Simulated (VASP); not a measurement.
Given:

```xyz
2
Lattice="1.3800 -2.3902 0.0000 1.3800 2.3902 0.0000 0.0000 0.0000 4.4600" Properties=species:S:1:pos:R:3 pbc="T T T"
Re     1.3800     0.7967     1.1150
Re     1.3800    -0.7967     3.3450
```

These are PBE GGA, VASP's PBE PAW potentials (set 64) (plane waves; VASP 6.6.1) values and carry that method's errors. Settings: 400 eV cut-off, 14×14×8 Γ-centred mesh, first-order Methfessel-Paxton smearing of 0.10 eV, potentials Re.

Problem. Give the stress tensor in GPa (positive for a compressed cell).

Solution. 
```
5.49  0.00  0.00
0.00  5.49  0.00
0.00  0.00  6.17
```
The pressure is its mean diagonal, 5.72 GPa.

The compound is Re in the hcp structure. The cell was not relaxed at this level. The run is one of a series of settings (EDIFF = 1E-8 against the base run), some of them coarse on purpose.
